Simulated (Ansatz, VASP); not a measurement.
**Cross-check of CaH90C2S2O51F6 between VASP and Ansatz**

One calculation is typed for both programs; each brings its own data sets. How far apart do they land? The cell is taken from a series of runs on this material, whose earlier steps may have relaxed, scaled, displaced or heated it; both programs get it as it stands.

Calculated with Ansatz 0.2.0; plane waves, with VASP 6.6.1 beside it; single point at PBE with D3(BJ).

## 1. Set-up

The cell holds 152 atoms: 51 O, 2 S, 2 C, 6 F, 90 H and 1 Ca. Its edges and angles: a = 11.629 Å, b = 11.629 Å, c = 11.629 Å, α = 90.0°, β = 90.0°, γ = 90.0°.

## 2. VASP: single point, PBE with D3(BJ)

With cell and atoms fixed, the geometry can't cause a difference; cores, projectors, grids and the points listed under the comparison can.

Lines of VASP's logs that name or quote its potential files are left out, and so is its time.

Contents of INCAR:

```
SYSTEM = CaH90C2S2O51F6
PREC = Accurate
ENCUT = 520
EDIFF = 1E-06
NELM = 120
ISMEAR = -1
SIGMA = 0.025
LREAL = Auto
ALGO = Normal
GGA = PE
IVDW = 12
NBANDS = 340
LORBIT = 11
LWAVE = .FALSE.
LCHARG = .FALSE.
ISIF = 2
LASPH = .TRUE.
GGA_COMPAT = .FALSE.
EFERMI = MIDGAP
```

Contents of POSCAR:

```
CaH90C2S2O51F6
1.0
   11.6293200000      0.0000000000      0.0000000000
    0.0000000000     11.6293200000      0.0000000000
    0.0000000000      0.0000000000     11.6293200000
O S C F H Ca
51 2 2 6 90 1
Direct
    0.9268700000      0.2596000000      0.9370900000
    0.1003500000      0.2327600000      0.8296200000
    0.9136900000      0.2266100000      0.7355600000
    0.5840000000      0.8344300000      0.6432300000
    0.4281000000      0.7377000000      0.5550300000
    0.5239300000      0.8940200000      0.4556600000
    0.2927400000      0.7163800000      0.9070800000
    0.1503700000      0.0462500000      0.9504900000
    0.6324000000      0.4794400000      0.8178600000
    0.1139100000      0.8602900000      0.8155600000
    0.5529200000      0.0950000000      0.9194900000
    0.0059500000      0.1196000000      0.1349400000
    0.7473500000      0.6886200000      0.7965900000
    0.2514300000      0.3937300000      0.9783200000
    0.6060800000      0.4331100000      0.2206400000
    0.8578700000      0.2452900000      0.3215400000
    0.8770400000      0.3813700000      0.1187200000
    0.9423200000      0.8640100000      0.1743100000
    0.0642100000      0.6909800000      0.2664100000
    0.2839800000      0.8419500000      0.3415400000
    0.2255800000      0.2465200000      0.6589400000
    0.7983400000      0.8321500000      0.9889200000
    0.9768400000      0.8442700000      0.4183400000
    0.4120400000      0.1778900000      0.2487300000
    0.9587300000      0.7341500000      0.6660200000
    0.7104100000      0.0059000000      0.6698000000
    0.2417500000      0.9313300000      0.6243300000
    0.9941700000      0.1140700000      0.5154400000
    0.7637000000      0.0453000000      0.1796500000
    0.6029600000      0.7518000000      0.0987500000
[... 116 atom lines left out ...]
    0.9278200000      0.0905300000      0.7358000000
    0.1128000000      0.3970200000      0.2495600000
    0.0314100000      0.3848000000      0.1357900000
    0.8101900000      0.1512000000      0.9368100000
    0.6912900000      0.0767400000      0.9428700000
    0.9384000000      0.0301500000      0.3119200000
```

Contents of KPOINTS:

```
Automatic mesh
0
Gamma
1 1 1
0 0 0
```

Potentials, in the order of the species: O, S, C, F, H and Ca_sv (PBE family, release 64).

Started as:

```bash
export OMP_NUM_THREADS=3
mpirun -np 1 vasp_gam
```

Numbers of over 12 decimals in the logs are rounded to 6 here.

The log of the run:

```text
[banner, memory and clock lines left out]
running    1 mpi-ranks, on    1 nodes
[...]
Offloading initialized ...    1 GPUs detected
[...]
LDA part: xc-table for (Slater+PW92), standard interpolation
 POSCAR, INCAR and KPOINTS ok, starting setup
[...]
entering main loop
       N       E                     dE             d eps       ncg     rms          rms(c)
DAV:   1     0.402252733214E+04    0.40225E+04   -0.26437E+05   712   0.131E+03
DAV:   2    -0.419542543212E+03   -0.44421E+04   -0.42491E+04   828   0.331E+02
DAV:   3    -0.821628253415E+03   -0.40209E+03   -0.39901E+03   832   0.104E+02
DAV:   4    -0.829600455640E+03   -0.79722E+01   -0.79394E+01   856   0.150E+01
[...]
DAV:  18    -0.753435682239E+03    0.14964E-04   -0.71552E-06   808   0.159E-02    0.482E-03
DAV:  19    -0.753435679804E+03    0.24349E-05   -0.10348E-05   816   0.865E-03    0.411E-03
DAV:  20    -0.753435679748E+03    0.56054E-07   -0.26700E-06   736   0.366E-03
   1 F= -.75956680E+03 E0= -.75956680E+03  d E =0.000000E+00
```

Parts of OUTCAR (step 2):

```text
  FREE ENERGIE OF THE ION-ELECTRON SYSTEM (eV)
  ---------------------------------------------------
  free  energy   TOTEN  =      -759.5667994823 eV

  energy  without entropy=     -759.5667994823  energy(sigma->0) =     -759.56679948
```

The run ends at a pressure of -2.15 GPa, with forces up to 3.3 eV/Å.

## 3. Ansatz: single point, PBE with D3(BJ)

Ansatz runs on its default PAW (the set named soft_2) files.

The same cell, functional, mesh and smearing now go to Ansatz, which takes its cutoff from its data sets.

Contents of input.yaml:

```yaml
crystal:
  lattice:
    - [11.62932, 0.0, 0.0]
    - [0.0, 11.62932, 0.0]
    - [0.0, 0.0, 11.62932]
  atoms:
    - { symbol: O, position: [0.92687, 0.2596, 0.93709] }
    - { symbol: S, position: [0.98012, 0.27541, 0.82716] }
    - { symbol: O, position: [0.10035, 0.23276, 0.82962] }
    - { symbol: O, position: [0.91369, 0.22661, 0.73556] }
    - { symbol: C, position: [0.98467, 0.43435, 0.81489] }
    - { symbol: F, position: [0.08261, 0.47964, 0.76192] }
    - { symbol: F, position: [0.98194, 0.48814, 0.92007] }
    - { symbol: F, position: [0.8886, 0.47227, 0.75342] }
    - { symbol: O, position: [0.584, 0.83443, 0.64323] }
    - { symbol: S, position: [0.53477, 0.79554, 0.53411] }
    - { symbol: O, position: [0.4281, 0.7377, 0.55503] }
    - { symbol: O, position: [0.52393, 0.89402, 0.45566] }
    - { symbol: C, position: [0.63531, 0.68315, 0.46853] }
    - { symbol: F, position: [0.74938, 0.69539, 0.4921] }
    - { symbol: F, position: [0.63901, 0.68618, 0.35138] }
    - { symbol: F, position: [0.60726, 0.57031, 0.49687] }
    - { symbol: O, position: [0.29274, 0.71638, 0.90708] }
    - { symbol: H, position: [0.30872, 0.63937, 0.87232] }
    - { symbol: H, position: [0.3492, 0.77375, 0.87682] }
    - { symbol: O, position: [0.15037, 0.04625, 0.95049] }
    - { symbol: H, position: [0.15102, 0.11752, 0.90239] }
    - { symbol: H, position: [0.14522, 0.97725, 0.89943] }
    - { symbol: O, position: [0.6324, 0.47944, 0.81786] }
    - { symbol: H, position: [0.55539, 0.51271, 0.79896] }
    - { symbol: H, position: [0.65894, 0.42985, 0.75282] }
    - { symbol: O, position: [0.11391, 0.86029, 0.81556] }
    - { symbol: H, position: [0.16572, 0.87645, 0.74886] }
    - { symbol: H, position: [0.14847, 0.79852, 0.86439] }
    - { symbol: O, position: [0.55292, 0.095, 0.91949] }
    - { symbol: H, position: [0.49988, 0.1306, 0.97705] }
[... 116 atom lines left out ...]
    - { symbol: H, position: [0.1128, 0.39702, 0.24956] }
    - { symbol: H, position: [0.03141, 0.3848, 0.13579] }
    - { symbol: O, position: [0.77576, 0.07558, 0.95895] }
    - { symbol: H, position: [0.81019, 0.1512, 0.93681] }
    - { symbol: H, position: [0.69129, 0.07674, 0.94287] }
    - { symbol: Ca, position: [0.9384, 0.03015, 0.31192] }
kpoints:
  mp_grid: { grid: [1, 1, 1] }
hamiltonian:
  xc: pbe
  dispersion: d3bj
scf:
  occupations: { method: fermi_dirac, width: 0.025 }
output:
  forces: true
```

Started as:

```bash
ansatz run input.yaml --threads 4 --pin off --max-ram 8192MiB --backend cpu --events-out ev --progress --plain --runs-dir out
```

The log of the run:

```text
Engine: ansatz 0.2.0, x86_64-unknown-linux-gnu
Pseudopotentials: kind: paw
Pseudopotential: O, paw, valence charge 6, recommended cutoff 420 eV (normal), O.paw.azcp
Pseudopotential: S, paw, valence charge 6, recommended cutoff 420 eV (normal), S.paw.azcp
Pseudopotential: C, paw, valence charge 4, recommended cutoff 420 eV (normal), C.paw.azcp
Pseudopotential: F, paw, valence charge 7, recommended cutoff 420 eV (normal), F.paw.azcp
Pseudopotential: H, paw, valence charge 1, recommended cutoff 420 eV (normal), H.paw.azcp
Pseudopotential: Ca, paw, valence charge 10, recommended cutoff 420 eV (normal), Ca.paw.azcp
Functional definition: PBE
  parameter kappa = 0.804
  parameter beta = 0.066725
  exchange = pbe_x(kappa = kappa, mu = beta*pi^2/3)
  correlation = pbe_c(beta = beta)
Crystal: 152 atoms, lattice volume = 1572.762 Å³
Basis set: ecut = 420 eV, 30839 PW (Γ), exchange–correlation on 160×160×160 points (8 copies of the dense FFT grid, shifted against one another)
Bands: 386, of which v1, the nominal top of the filled ones, is band 234 counted from 1 (233 counted from 0)
Symmetry: 1 space group operations
Space group: P1 (ITA 1), of the structure as read, at distance tolerance 1.2e-4 Å
k-points: 1
Non-local potential: O, projectors of the file, l = 0: 2, l = 1: 2, l = 2: 1
Non-local potential: S, projectors of the file, l = 0: 2, l = 1: 2, l = 2: 2
Non-local potential: C, projectors of the file, l = 0: 2, l = 1: 2, l = 2: 1
Non-local potential: F, projectors of the file, l = 0: 2, l = 1: 2, l = 2: 1
Non-local potential: H, projectors of the file, l = 0: 2, l = 1: 1
Non-local potential: Ca, projectors of the file, l = 0: 3, l = 1: 2, l = 2: 2
PAW form: soft (Blöchl's): semilocal exchange-correlation on the pseudo side does not see the compensation charge
PAW one-centre angular grid: O, 110 points (default); XC on 64 Gauss nodes
PAW one-centre angular grid: S, 110 points (default); XC on 64 Gauss nodes
PAW one-centre angular grid: C, 110 points (default); XC on 64 Gauss nodes
PAW one-centre angular grid: F, 110 points (default); XC on 64 Gauss nodes
PAW one-centre angular grid: H, 110 points (default); XC on 64 Gauss nodes
PAW one-centre angular grid: Ca, 110 points (default); XC on 64 Gauss nodes
Initial density: superposition of atomic densities (neutral atoms: chi_scale 0, normalization atom), corrected by the library's trained network
Initial wavefunctions: pseudopotential atomic-orbital guess
Functional: x = pbe(κ = 0.804, μ = 0.219515), c = pbe(β = 0.066725)
SCF iter   1: F=—  HF=-39360.396772 eV  |F-HF|=—  |Δ(HF+E_count)|=         —  Δρ=3.91e-3  dr2=4.74e-1  ethr=1.77e-3  ⟨swp⟩=6.0  Hψ=1819  notcnv=0  defer=118
preconditioner: auto → Resta (q_TF=auto, 2.229 Å⁻¹)  ε∞=2.3  [insulator: Δε(μ)=4.182 eV  Ē_g=17.393 eV  σ=0.025 eV  W_gap=1.00  n_scr=304 (ndim 8)  ℏωp=19.9 eV  f_vac=0.270  D(μ)=0.00/eV (n_scr^D=0)  ε∞_Penn≈2.3]
SCF iter   2: F=—  HF=-39360.220797 eV  |F-HF|=—  |Δ(HF+E_count)|=   1.76e-1  Δρ=2.20e-3  dr2=9.84e-2  ethr=1.01e-4  ⟨swp⟩=3.0  Hψ=624  notcnv=0  defer=148
SCF iter   3: F=—  HF=-39360.179766 eV  |F-HF|=—  |Δ(HF+E_count)|=   4.10e-2  Δρ=1.08e-3  dr2=2.89e-2  ethr=2.10e-5  ⟨swp⟩=3.0  Hψ=477  notcnv=0  defer=33
automatic band count: iteration 3 solves 271 bands in place of 386: the levels show a gap, and the empty bands left out lie too high to hold charge; the band table lists the bands solved (type scf.n_extra_bands for more)
SCF iter   4: F=—  HF=-39360.169165 eV  |F-HF|=—  |Δ(HF+E_count)|=   1.06e-2  Δρ=3.25e-4  dr2=2.66e-3  ethr=6.18e-6  ⟨swp⟩=2.0  Hψ=541  notcnv=0  defer=33
SCF iter   5: F=—  HF=-39360.168636 eV  |F-HF|=—  |Δ(HF+E_count)|=   5.29e-4  Δρ=1.86e-4  dr2=5.07e-4  ethr=5.68e-7  ⟨swp⟩=2.0  Hψ=465  notcnv=0  defer=33
SCF iter   6: F=—  HF=-39360.168582 eV  |F-HF|=—  |Δ(HF+E_count)|=   5.43e-5  Δρ=9.59e-5  dr2=1.25e-4  ethr=1.08e-7  ⟨swp⟩=2.0  Hψ=464  notcnv=0  defer=33
SCF iter   7: F=—  HF=-39360.168585 eV  |F-HF|=—  |Δ(HF+E_count)|=   2.80e-6  Δρ=2.78e-5  dr2=9.79e-6  ethr=2.67e-8  ⟨swp⟩=2.0  Hψ=459  notcnv=0  defer=33
SCF iter   8: F=—  HF=-39360.169093 eV  |F-HF|=—  |Δ(HF+E_count)|=   5.08e-4  Δρ=1.12e-5  dr2=1.91e-6  ethr=2.09e-9  ⟨swp⟩=3.0  Hψ=474  notcnv=0  defer=33
SCF iter   9: F=—  HF=-39360.169093 eV  |F-HF|=—  |Δ(HF+E_count)|=   3.05e-7  Δρ=2.98e-6  dr2=1.45e-7  ethr=4.08e-10  ⟨swp⟩=2.0  Hψ=464  notcnv=0  defer=33
SCF iter  10: F=-39360.169093 eV  HF=-39360.169094 eV  |F-HF|=3.44e-8  |Δ(HF+E_count)|=   6.55e-8  Δρ=1.99e-6  dr2=4.87e-8  ethr=2.14e-11  ⟨swp⟩=4.0  Hψ=916  notcnv=0
SCF 1 converged in 10 iterations: F = -39360.169093 eV  dr2 = 4.87e-8
  greatest PAW one-centre occupation: 0.995 electrons in one spin orbital (limit 2), on the Ca atom at site 151 (counted from 0), in its partial waves of l = 0
SCF converged after 10 iterations
Free energy (F): -39360.169093 eV
Harris-Foulkes:  -39360.169094 eV  (|F-HF|=3.44e-8)
Internal energy: -39360.169093 eV  (E = F + TS)
E sigma→0 (E₀):  -39360.169093 eV
Fermi energy:    0.734548 eV
--- Per-component energies (eV) ---
  E_band       = -4548.415723
  E_kinetic    = 12064.553703
  E_local      = -40777.579883  (includes V_loc(G=0)·N_el)
  E_nonlocal   = 3210.680696
  E_hartree    = 15103.051837
  E_xc         = -5428.962900
  E_vxc        = -6858.344066  (∫ρ·V_xc dr)
  E_paw        = -11594.915571  (= ΣΔE_a)
  E_vpaw       = -2393.851503  (= ΣTr[D̂ρ^β])
  E_aug_tail   = 0.035281  (compensation charges beyond the density's cutoff)
  E_ewald      = -11930.900266
  E_disp       = -6.131989  (pairwise vdW)
  E_smearing   = -0.000000  (= −TS)
  E_closure    = -0.000000  (closes the sum)
  Σ components = -39360.169093   (vs F -39360.169093, Δ=0.00e0)
--- Forces (eV/Å), atoms counted from 1 ---
  atom   1  O     -1.16409900    -0.13838312     1.49955486
  atom   2  S      3.09423246    -0.49884278     1.25638618
  atom   3  O     -1.35010878     0.94325576     0.07555941
  atom   4  O     -0.05039397     0.22881974    -1.84475407
  atom   5  C      0.63272232     3.53421293    -0.56725545
  atom   6  F     -1.64579563    -1.35674083     0.42473469
  atom   7  F     -0.19917446    -1.13704156    -1.14994184
  atom   8  F      1.34289793    -0.75888806     0.72301598
  atom   9  O      0.73422870    -1.13881118     0.93483730
  atom  10  S      0.08402356     1.97512557    -0.50938452
  atom  11  O     -0.91986437    -1.20595297    -0.38919973
  atom  12  O      0.46421323    -1.13476823     0.20945512
  atom  13  C      2.05984661    -2.21000422    -1.89124552
  atom  14  F     -0.71164817     0.53527451     1.36803162
  atom  15  F     -1.12322893     0.63315956     0.60385315
  atom  16  F     -0.15498036     1.77018793     0.28222097
  atom  17  O     -0.96437431    -0.90308761    -0.03260781
  atom  18  H      0.18301523     1.01453090     0.06002984
  atom  19  H      0.33880508    -0.46305878     0.33464491
  atom  20  O      0.55029360     0.19421556    -0.23465493
  atom  21  H     -0.40486226    -0.96378159     0.45837505
  atom  22  H     -0.04784220     0.53430304     0.22111646
  atom  23  O      0.17486905     0.54102810    -0.65364867
  atom  24  H      0.28375111    -0.82043599     0.24959061
[...]
atom 145  H      0.10321337    -1.02633084     0.39786834
  atom 146  O      0.40502120     0.24577130     0.48480364
  atom 147  H     -0.72663009    -0.23509226    -1.03395997
  atom 148  H      0.31618865     0.29243092     0.72095333
  atom 149  O      0.42333845     0.26927619    -0.55651825
  atom 150  H     -0.58017075    -1.10562821     0.29456437
  atom 151  H      0.04242395     0.55382180    -0.13272666
  atom 152  Ca    -0.46076188    -0.03053600    -0.16390189
  max |Σ_I F_I| component: 5.15e-5 eV/Å
```

Reading the cycles: dr2 is the Hartree energy of the density residual (eV), the measure of convergence; HF is the Harris–Foulkes estimate of the energy, which meets the free energy F at convergence.

## 4. Differences

Known differences besides the potentials themselves: the cutoff is 420 eV in Ansatz and 520 eV in VASP (PREC = Accurate, projectors in real space). Total energies have different zeros and are not compared.

Compared:

| quantity | Ansatz | VASP | difference |
| --- | --- | --- | --- |
| gap on the k mesh (eV) | 3.934 | 3.890 | +0.044 |

Forces on 9 of the 152 atoms, those with the largest forces and the largest differences (eV/Å; atoms numbered as in POSCAR):

| atom | Ansatz x, y, z | VASP x, y, z |
| --- | --- | --- |
| O1 | -1.164, -0.138, 1.500 | -1.002, -0.082, 1.153 |
| O3 | -0.050, 0.229, -1.845 | 0.140, 0.385, -1.558 |
| S52 | 3.094, -0.499, 1.256 | 2.898, -0.753, 1.324 |
| S53 | 0.084, 1.975, -0.509 | -0.163, 2.041, -0.344 |
| C54 | 0.633, 3.534, -0.567 | 0.638, 3.156, -0.581 |
| C55 | 2.060, -2.210, -1.891 | 1.772, -1.970, -1.679 |
| F56 | -1.646, -1.357, 0.425 | -1.373, -1.238, 0.277 |
| F59 | -0.712, 0.535, 1.368 | -0.333, 0.578, 1.456 |
| F60 | -1.123, 0.633, 0.604 | -1.122, 0.650, 0.214 |

The forces differ by 76 meV/Å r.m.s., which is 12.3 % of the r.m.s. force of 0.618 eV/Å (both taken over all components). A gap on the mesh is an upper bound, since the band edges may lie between its points.

## 5. What came out

```
r.m.s. force difference (single point, PBE with D3(BJ))         : 12 % of the r.m.s. force
difference in gap on the k mesh (single point, PBE with D3(BJ)) : 0.044 eV
```

What this shows: The r.m.s. force difference is 12 % of the r.m.s. force (single point, PBE with D3(BJ)), beyond the 3 % picked in this series as the mark of a large difference. What causes the difference of the single point, PBE with D3(BJ) pair stays open here. Such differences can come from data sets, numerical settings and the points named under the comparisons, not from the functional's error against experiment.

[Lines on the potential files, build, host, timing and source positions are cut from VASP's logs without a mark.]

[Logs are printed without paths, hosts, clocks, repeated set-up lines and the standing remarks that a program may print on its own settings, such as how far it seeks lower states.]

[Hosts, paths, dates, database ids (printed as entryN), source tags and the programs' standing remarks are cut or masked in the printed files.]
